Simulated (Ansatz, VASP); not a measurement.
## Be7Hg: VASP beside Ansatz

```
Be Hg
1.0
     0.00000    3.42056    3.42056
     3.42056    0.00000    3.42056
     3.42056    3.42056    0.00000
Be Hg
7 1
Direct
  0.50000 0.50000 0.50000
  0.50000 0.00000 0.00000
  0.50000 0.00000 0.50000
  0.00000 0.50000 0.50000
  0.00000 0.50000 0.00000
  0.50000 0.50000 0.00000
  0.00000 0.00000 0.50000
  0.00000 0.00000 0.00000
```

Change from the starting cell: species swapped into the CuPt7 type (Fm-3m, No. 225).

Alike in both runs: task relaxation of cell and atoms; functional PBE; k mesh 10 × 10 × 10; occupations gaussian, width 0.1 eV; no spin polarisation.

```csv
,VASP,Ansatz
version,VASP 6.6.1,Ansatz 0.2.0
potentials or method,"VASP PAW PBE potentials, release 64 (Be, Hg)","scalar-relativistic, plane waves, PAW"
plane-wave cutoff (eV),600,420
valence electrons in the cell,26,34
```

```tsv
	VASP	Ansatz	Ansatz less VASP
gap on the k mesh at the Fermi level, each at its own relaxed structure (eV)	none	none	-
relaxed volume (Å³/atom)	10.10	10.06	-0.038
relaxed cell length with the largest relative difference (Å)	4.852	4.846	-0.0062
```

A gap of «none» marks a metal or a gap that the smearing closes. The two sets of potentials don't hold the same shells in valence.

The runs have no spin-orbit coupling, so splittings on Hg are missing.
